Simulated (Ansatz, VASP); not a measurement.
# Y4S3N2: VASP beside Ansatz, part 2 of 2

Aim: how closely do two programs agree when they are given the same cell, functional and k mesh? The cell is taken from a series of runs on this material, whose earlier steps may have relaxed, scaled, displaced or heated it; both programs get it as it stands.

VASP 6.6.1 and Ansatz 0.2.0.

So far: The structure; VASP: dielectric response, PBE.

**3. Ansatz: dielectric response, PBE**

Level of this step: Ansatz beside VASP: Kohn-Sham DFT, plane waves, PBE (Ansatz).

Ansatz runs on its PAW soft_1 files.

The same cell, functional and mesh now go to Ansatz, which takes its cutoff from its data sets.

File input.yaml:

```yaml
crystal:
  lattice:
    - [6.4622478753, -1.9155154099, 0.0]
    - [6.4622478753, 1.9155154099, 0.0]
    - [-6.1150777327, 0.0, 7.7218549571]
  atoms:
    - { symbol: "Y", position: [0.76032434, 0.76032434, 0.64851811] }
    - { symbol: "Y", position: [0.23967566, 0.23967566, 0.35148189] }
    - { symbol: "Y", position: [0.43654668, 0.43654668, 0.14567864] }
    - { symbol: "Y", position: [0.56345332, 0.56345332, 0.85432136] }
    - { symbol: S, position: [0.0, 0.0, 0.0] }
    - { symbol: S, position: [0.17442465, 0.17442465, 0.78433872] }
    - { symbol: S, position: [0.82557535, 0.82557535, 0.21566128] }
    - { symbol: "N", position: [0.64303648, 0.64303648, 0.36114028] }
    - { symbol: "N", position: [0.35696352, 0.35696352, 0.63885972] }
kpoints:
  mp_grid: { grid: [6, 6, 4] }
hamiltonian:
  xc: pbe
  pseudopotentials: { kind: paw, azcp: { folder: soft_1 } }
scf:
  occupations: { method: fixed }
dielectric: {}
```

Started as:

```console
$ ansatz run input.yaml --threads 2 --pin off --max-ram 92160MiB --backend cuda --events-out ev --progress --plain --runs-dir out --devices 1 --max-vram 13GiB
```

Numbers of over 12 decimals in the logs are rounded to 6 here.

What it wrote:

```text
GPUs: using 1 of 1 available (devices: 1).
Engine: ansatz 0.2.0, x86_64-unknown-linux-gnu
Pseudopotentials: kind: paw
Pseudopotential: Y, paw, valence charge 11, recommended cutoff 420 eV (normal), soft_1/Y.paw.azcp
Pseudopotential: S, paw, valence charge 6, recommended cutoff 420 eV (normal), soft_1/S.paw.azcp
Pseudopotential: N, paw, valence charge 5, recommended cutoff 420 eV (normal), soft_1/N.paw.azcp
Functional definition: PBE
  parameter kappa = 0.804
  parameter beta = 0.066725
  exchange = pbe_x(kappa = kappa, mu = beta*pi^2/3)
  correlation = pbe_c(beta = beta)
device memory: the entry about to start is reckoned to put 3.4 GiB on a device that reports 29.1 GiB free (of which the cap on the GPU budget leaves the run 13.0 GiB)
GPU FFT provider: cuFFT
GPU libraries: cuBLAS 13.8.2, cuFFT 12.4.0, cuSOLVER 12.3.4
Crystal: 9 atoms, lattice volume = 191.171 Å³
Basis set: ecut = 420 eV, 3763 PW (Γ), exchange–correlation on 96×96×144 points (8 copies of the dense FFT grid, shifted against one another)
Bands: 45, of which v1, the nominal top of the filled ones, is band 36 counted from 1 (35 counted from 0)
Symmetry: 4 space group operations
k-points: 76 of 144 (irreducible under 1 space group operation, time reversal used)
Non-local potential: Y, projectors of the file, l = 0: 3, l = 1: 2, l = 2: 2, l = 3: 1
Non-local potential: S, projectors of the file, l = 0: 2, l = 1: 2, l = 2: 1
Non-local potential: N, projectors of the file, l = 0: 2, l = 1: 2, l = 2: 1
PAW form: soft (Blöchl's): semilocal exchange-correlation on the pseudo side does not see the compensation charge
PAW one-centre angular grid: Y, 590 points (default); XC on 64 Gauss nodes
PAW one-centre angular grid: S, 110 points (default); XC on 64 Gauss nodes
PAW one-centre angular grid: N, 110 points (default); XC on 64 Gauss nodes
Initial density: superposition of atomic densities (chi_scale 0.1, normalization cell, long waves kept (reshape's long-wave potential 0.06 eV rms))
Initial wavefunctions: pseudopotential atomic-orbital guess
GPU buffer pool allocated for 165888 grid points (all kernels)
GPU transforms: local potential and band sums: pruned to the plane-wave sphere, on 45×45×72
Functional: x = pbe(κ = 0.804, μ = 0.219515), c = pbe(β = 0.066725)
SCF iter   1: F=—  HF=-18889.045668 eV  |F-HF|=—  |Δ(HF+E_count)|=         —  Δρ=5.36e-2  dr2=1.05e1  ethr=3.10e-3  ⟨swp⟩=5.0  Hψ=12620  notcnv=0  defer=480
preconditioner: auto → Resta (q_TF=auto, 2.319 Å⁻¹)  ε∞=4.9  [insulator: Δε(μ)=1.910 eV  Ē_g=8.554 eV  n_scr=44 (ndim 8)  ℏωp=17.0 eV  f_vac=0.000  ε∞_Penn≈4.9]
SCF iter   2: F=—  HF=-18887.038553 eV  |F-HF|=—  |Δ(HF+E_count)|=    2.01e0  Δρ=3.10e-2  dr2=1.66e0  ethr=3.10e-3  ⟨swp⟩=3.0  Hψ=6197  notcnv=0  defer=471
SCF iter   3: F=—  HF=-18886.765569 eV  |F-HF|=—  |Δ(HF+E_count)|=   2.73e-1  Δρ=1.36e-2  dr2=6.87e-1  ethr=2.31e-3  ⟨swp⟩=2.0  Hψ=4807  notcnv=0  defer=514
SCF iter   4: F=—  HF=-18886.650750 eV  |F-HF|=—  |Δ(HF+E_count)|=   1.15e-1  Δρ=3.26e-3  dr2=2.66e-2  ethr=9.55e-4  ⟨swp⟩=4.0  Hψ=6283  notcnv=0  defer=528
SCF iter   5: F=—  HF=-18886.657756 eV  |F-HF|=—  |Δ(HF+E_count)|=   7.01e-3  Δρ=9.87e-4  dr2=4.19e-3  ethr=3.69e-5  ⟨swp⟩=2.2  Hψ=4849  notcnv=0  defer=532
SCF iter   6: F=—  HF=-18886.660265 eV  |F-HF|=—  |Δ(HF+E_count)|=   2.51e-3  Δρ=2.69e-4  dr2=3.16e-4  ethr=5.82e-6  ⟨swp⟩=2.6  Hψ=4779  notcnv=0  defer=532
SCF iter   7: F=—  HF=-18886.660674 eV  |F-HF|=—  |Δ(HF+E_count)|=   4.09e-4  Δρ=9.62e-5  dr2=3.24e-5  ethr=4.39e-7  ⟨swp⟩=2.0  Hψ=4747  notcnv=0  defer=532
SCF iter   8: F=—  HF=-18886.660722 eV  |F-HF|=—  |Δ(HF+E_count)|=   4.74e-5  Δρ=2.28e-5  dr2=1.33e-6  ethr=4.50e-8  ⟨swp⟩=2.0  Hψ=4696  notcnv=0  defer=526
SCF iter   9: F=—  HF=-18886.660780 eV  |F-HF|=—  |Δ(HF+E_count)|=   5.86e-5  Δρ=7.35e-6  dr2=1.88e-7  ethr=1.85e-9  ⟨swp⟩=3.0  Hψ=7064  notcnv=0  defer=480
SCF iter  10: F=—  HF=-18886.660780 eV  |F-HF|=—  |Δ(HF+E_count)|=   1.03e-7  Δρ=2.11e-6  dr2=1.37e-8  ethr=2.61e-10  ⟨swp⟩=2.0  Hψ=4669  notcnv=0  defer=480
SCF iter  11: F=—  HF=-18886.660780 eV  |F-HF|=—  |Δ(HF+E_count)|=   1.35e-8  Δρ=7.28e-7  dr2=1.63e-9  ethr=1.90e-11  ⟨swp⟩=2.0  Hψ=4665  notcnv=0  defer=480
SCF iter  12: F=—  HF=-18886.660780 eV  |F-HF|=—  |Δ(HF+E_count)|=   1.59e-9  Δρ=3.11e-7  dr2=2.82e-10  ethr=2.26e-12  ⟨swp⟩=2.0  Hψ=4588  notcnv=0  defer=480
SCF iter  13: F=-18886.660780 eV  HF=-18886.660780 eV  |F-HF|=3.64e-11  |Δ(HF+E_count)|=  1.35e-10  Δρ=1.72e-7  dr2=7.01e-11  ethr=1.00e-12  ⟨swp⟩=14.6  Hψ=14949  notcnv=0
SCF 1 converged in 13 iterations: F = -18886.660780 eV  dr2 = 7.01e-11
  greatest PAW one-centre occupation: 0.993 electrons in one spin orbital (limit 2), on the Y atom at site 1 (counted from 0), in its partial waves of l = 0
the response reads at least the filled bands of the reference SCF and the lowest empty band at each k-point, and that SCF's band table does not vouch for those bands. The notice of the band table in this run's record says why
device memory: the entry about to start is reckoned to put 1.3 GiB on a device that reports 25.4 GiB free (of which the cap on the GPU budget leaves the run 12.8 GiB)
NSCF: frozen V_eff on 1 k-points
device memory: the entry about to start is reckoned to put 1.3 GiB on a device that reports 25.4 GiB free (of which the cap on the GPU budget leaves the run 12.8 GiB)
NSCF: frozen V_eff on 1 k-points
device memory: the entry about to start is reckoned to put 1.3 GiB on a device that reports 25.4 GiB free (of which the cap on the GPU budget leaves the run 12.8 GiB)
NSCF: frozen V_eff on 1 k-points
device memory: the entry about to start is reckoned to put 0.1 GiB (of the 0.4 GiB reckoned in all, the device holds 0.3 GiB already) on a device that reports 25.4 GiB free (of which the cap on the GPU budget leaves the run 12.8 GiB)
device memory: the entry about to start is reckoned to put 3.2 GiB (of the 3.5 GiB reckoned in all, the device holds 0.3 GiB already) on a device that reports 25.3 GiB free (of which the cap on the GPU budget leaves the run 12.8 GiB)
DFPT response loops at Γ: preconditioner auto → Resta (q_TF=auto, 2.319 Å⁻¹)  ε∞=6.5 (no band partly filled); β = 1.00, the filter's whole step (`scf.mixing.beta` (0.50) is not read by the response loops at its default; to damp them type it under 1.00, their step now; it binds the ground state too); Broyden in place of MSR1
── the response to a field inside a basis, on 8×8×4 k-points: an SCF that follows is theirs, and a resumed run solves both again ──
device memory: the entry about to start is reckoned to put 0.8 GiB on a device that reports 37.2 GiB free (of which the cap on the GPU budget leaves the run 12.8 GiB)
GPU FFT provider: cuFFT
GPU libraries: cuBLAS 13.8.2, cuFFT 12.4.0, cuSOLVER 12.3.4
Bands: 37, of which v1, the nominal top of the filled ones, is band 36 counted from 1 (35 counted from 0)
k-points: 72 of 256
Initial density: handed on by an earlier stage of this run
Initial wavefunctions: pseudopotential atomic-orbital guess (no wavefunctions were taken with the density)
GPU buffer pool allocated for 165888 grid points (all kernels)
GPU transforms: band sums: pruned to the plane-wave sphere, on 45×45×72
Eigensolver: Dense (72 Hₖ)
SCF iter   1: F=—  HF=-18886.554610 eV  |F-HF|=—  |Δ(HF+E_count)|=         —  Δρ=3.14e-4  dr2=5.02e-5  ethr=1.00e-1
preconditioner: auto → Resta (q_TF=auto, 2.319 Å⁻¹)  ε∞=3.7  [insulator: Δε(μ)=1.457 eV  Ē_g=13.038 eV  n_scr=44 (ndim 8)  ℏωp=21.5 eV  f_vac=0.039  ε∞_Penn≈3.7]
SCF iter   2: F=—  HF=-18886.554645 eV  |F-HF|=—  |Δ(HF+E_count)|=   3.50e-5  Δρ=1.68e-4  dr2=1.69e-5  ethr=6.97e-8
SCF iter   3: F=—  HF=-18886.554663 eV  |F-HF|=—  |Δ(HF+E_count)|=   1.73e-5  Δρ=5.60e-5  dr2=6.66e-6  ethr=2.35e-8
SCF iter   4: F=—  HF=-18886.554662 eV  |F-HF|=—  |Δ(HF+E_count)|=   1.08e-6  Δρ=1.09e-5  dr2=2.19e-7  ethr=9.25e-9
SCF iter   5: F=-18886.554662 eV  HF=-18886.554662 eV  |F-HF|=1.31e-8  |Δ(HF+E_count)|=   6.06e-8  Δρ=3.24e-6  dr2=1.84e-8  ethr=3.04e-10
SCF 1 converged in 5 iterations: F = -18886.554662 eV  dr2 = 1.84e-8
device memory: the entry about to start is reckoned to put 0.1 GiB (of the 0.4 GiB reckoned in all, the device holds 0.3 GiB already) on a device that reports 38.9 GiB free (of which the cap on the GPU budget leaves the run 12.5 GiB)
device memory: the entry about to start is reckoned to put 4.4 GiB on a device that reports 38.2 GiB free (of which the cap on the GPU budget leaves the run 12.4 GiB)
DFPT response loops at Γ: preconditioner auto → Resta (q_TF=auto, 2.319 Å⁻¹)  ε∞=6.4 (no band partly filled); β = 1.00, the filter's whole step (`scf.mixing.beta` (0.50) is not read by the response loops at its default; to damp them type it under 1.00, their step now; it binds the ground state too); Broyden in place of MSR1
SCF converged after 13 iterations
Free energy (F): -18886.660780 eV
Harris-Foulkes:  -18886.660780 eV  (|F-HF|=3.64e-11)
Internal energy: -18886.660780 eV  (E = F + TS)
E sigma→0 (E₀):  -18886.660780 eV
Fermi energy:    8.018741 eV
--- Per-component energies (eV) ---
  E_band       = -439.755587
  E_kinetic    = 1845.220998
  E_local      = -3572.775095  (includes V_loc(G=0)·N_el)
  E_nonlocal   = 276.633049
  E_hartree    = 1231.171769
  E_xc         = -1109.009741
  E_vxc        = -1232.182276  (∫ρ·V_xc dr)
  E_paw        = -13342.315931  (= ΣΔE_a)
  E_vpaw       = -218.997402  (= ΣTr[D̂ρ^β])
  E_aug_tail   = 0.001801  (compensation charges beyond the density's cutoff)
  E_ewald      = -4215.587630
  E_smearing   = -0.000000  (= −TS)
  E_closure    = 0.000000  (closes the sum)
  Σ components = -18886.660780   (vs F -18886.660780, Δ=0.00e0)
--- Band table (eV; the first three rows and the last of 76) ---
  k-point 0: bands = [... 32 lower, 6.7900, 7.1747, 7.3802, 7.8685, 9.8035, 10.7265, 11.1935, 11.4652, ... 5 higher]
  k-point 1: bands = [... 32 lower, 6.7651, 7.3212, 7.3213, 7.5514, 9.8276, 10.6840, 11.3632, 11.5268, ... 5 higher]
  k-point 2: bands = [... 32 lower, 6.8587, 7.2521, 7.3115, 7.4434, 9.8530, 10.6386, 11.2801, 11.6058, ... 5 higher]
  k-point 75: bands = [... 32 lower, 6.9356, 6.9746, 7.1612, 8.0187, 9.4869, 10.5237, 11.3589, 11.4294, ... 5 higher]
--- Dielectric response (ions clamped): 3 representative field directions + reference, inside a basis on a mesh of 256 k-points (Σ response iterations 18) ---
  ε∞ (high-frequency dielectric tensor):
        6.431848     0.000000     0.024445
        0.000000     6.679897    -0.000000
        0.024445    -0.000000     6.226485
  Born effective charges Z* (e; rows j = field, columns β = displacement):
    site 0:
         2.59858    0.00000   -0.43757
         0.00000    4.11880   -0.00000
        -0.28183   -0.00000    4.14373
    site 1:
         2.59858    0.00000   -0.43757
         0.00000    4.11880   -0.00000
        -0.28183   -0.00000    4.14373
    site 2:
         4.31415   -0.00000    0.64967
        -0.00000    3.54943   -0.00000
         0.56635   -0.00000    3.02316
    site 3:
         4.31415   -0.00000    0.64967
        -0.00000    3.54943   -0.00000
         0.56635   -0.00000    3.02316
    site 4:
        -2.42068   -0.00000    0.62232
        -0.00000   -2.56197    0.00000
         0.41968    0.00000   -2.43614
    site 5:
        -2.82726   -0.00000    0.28489
        -0.00000   -2.88636    0.00000
         0.26462    0.00000   -1.66330
    site 6:
        -2.82726   -0.00000    0.28489
        -0.00000   -2.88636    0.00000
         0.26462    0.00000   -1.66330
    site 7:
        -2.87513    0.00000   -0.80815
         0.00000   -3.50088    0.00000
        -0.75899    0.00000   -4.28551
    site 8:
        -2.87513    0.00000   -0.80815
         0.00000   -3.50088    0.00000
        -0.75899    0.00000   -4.28551
  Z* charge neutrality: 1.495e-2 e pre-enforcement
  solved inside a basis spanned on kpoints, on 8×8×4 k-points, its susceptibility summed on 10×10×4: ε∞ is read to err by 3.2e-2, Z* by 2.8e-2 e (field_mesh: kpoints solves on kpoints); Z* is corrected for what the basis lacks
```

**4. Differences**

Known differences besides the potentials themselves: fixed occupations in Ansatz, narrow Gaussian smearing in VASP; VASP's response is taken on the typed mesh, Ansatz refines its own for the field response alone; the cutoff is 420 eV in Ansatz and 520 eV in VASP. Total energies have different zeros and are not compared.

Compared:

```tsv
quantity	Ansatz	VASP	difference
ε∞ xx	6.43	6.44	-0.19 %
ε∞ yy	6.68	6.73	-0.78 %
ε∞ zz	6.23	6.24	-0.15 %
Born charge of Y1 (mean of the diagonal) (e)	3.62	3.63	-0.01
Born charge of S5 (mean of the diagonal) (e)	-2.47	-2.48	+0.01
Born charge of N8 (mean of the diagonal) (e)	-3.55	-3.55	0.00
```

**5. Results**

```
difference in ε∞ yy (dielectric response, PBE) : -0.78 %
```

**Reading.** The difference in ε∞ yy is -0.78 % (dielectric response, PBE), within the 5 % picked in this series as the mark of a large difference. How closely two codes agree says nothing of how well the functional describes the real material.

[Lines on the potential files, build, host, timing and source positions are cut from VASP's logs without a mark.]

[Logs are printed without paths, hosts, clocks, repeated set-up lines and the standing remarks that a program may print on its own settings, such as how far it seeks lower states.]

[Hosts, paths, dates, database ids (printed as entryN), source tags and the programs' standing remarks are cut or masked in the printed files.]
